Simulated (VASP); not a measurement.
A convergence study with VASP on Cl (space group no. 64 when undisturbed): one setting is varied, all else stays as given below, so the limit is that of these other settings. One atom is moved off its site, so that forces are finite.

```xyz
4
Lattice="2.2467 -3.1294 0.0000 2.2467 3.1294 0.0000 0.0000 0.0000 8.2848" Properties=species:S:1:pos:R:3 pbc="T T T"
Cl     3.9407     0.0000     7.4814
Cl     2.7994     0.0000     3.2891
Cl     1.6940     0.0000     4.9957
Cl     0.5527     0.0000     0.8533
```

These are PBEsol GGA, VASP's PBE PAW potentials (set 64) (plane waves; VASP) values and carry that method's errors. The tightest run used: 300 eV cut-off, 18×18×8 Γ-centred mesh, Fermi-Dirac smearing of 0.010 eV, potentials Cl.

Gaps are read on the run's mesh, which can miss a band edge.

### Question
The settings run are 2×2×1 mesh; 3×3×1 mesh; 3×3×2 mesh; 4×4×2 mesh; 5×5×2 mesh; 5×5×3 mesh; 6×6×3 mesh; 8×8×4 mesh; 9×9×4 mesh; 10×10×5 mesh; 11×11×5 mesh; 12×12×5 mesh; 13×13×6 mesh; 14×14×7 mesh; 16×16×7 mesh; 18×18×8 mesh. From which on does the energy per atom stay within 0.005 eV/atom of the tightest run?

### Answer
From 3×3×2 mesh on: it is off by 0.0007 there and by no more than 0.005 in any finer run, while 3×3×1 mesh is off by 0.0132.
```
setting       E (eV/atom)  pressure (GPa)  largest force (eV/Å)  gap on the mesh (eV)  irreducible k-points  difference judged (eV/atom)
------------  -----------  --------------  --------------------  --------------------  --------------------  ---------------------------
2×2×1 mesh        -1.9875           -1.53                 0.550                 2.446                     3                       0.0008
3×3×1 mesh        -2.0014           -1.64                 0.479                 2.447                     4                       0.0132
3×3×2 mesh        -1.9889           -1.50                 0.550                 2.443                     8                       0.0007
4×4×2 mesh        -1.9883           -1.48                 0.542                 2.424                    14                       0.0001
5×5×2 mesh        -1.9882           -1.48                 0.540                 2.442                    18                       0.0000
5×5×3 mesh        -1.9883           -1.48                 0.539                 2.442                    24                       0.0001
6×6×3 mesh        -1.9881           -1.48                 0.539                 2.442                    34                       0.0001
8×8×4 mesh        -1.9882           -1.48                 0.539                 2.424                    78                       0.0000
9×9×4 mesh        -1.9882           -1.48                 0.539                 2.437                    95                       0.0000
10×10×5 mesh      -1.9882           -1.48                 0.539                 2.440                   141                       0.0000
11×11×5 mesh      -1.9882           -1.48                 0.539                 2.437                   168                       0.0000
12×12×5 mesh      -1.9882           -1.48                 0.539                 2.440                   199                       0.0000
13×13×6 mesh      -1.9882           -1.48                 0.539                 2.429                   280                       0.0000
14×14×7 mesh      -1.9882           -1.48                 0.539                 2.429                   372                       0.0000
16×16×7 mesh      -1.9882           -1.48                 0.539                 2.427                   481                       0.0000
18×18×8 mesh      -1.9882           -1.48                 0.539                 2.418                   695                       0.0000
```

Left out are rungs that failed or repeat a setting and relaxations that didn't move; long series are thinned to 24 rows.

The structure is a typed Cl crystal (space group no. 64). The cell was not relaxed at this level, it is distorted from the ideal structure.
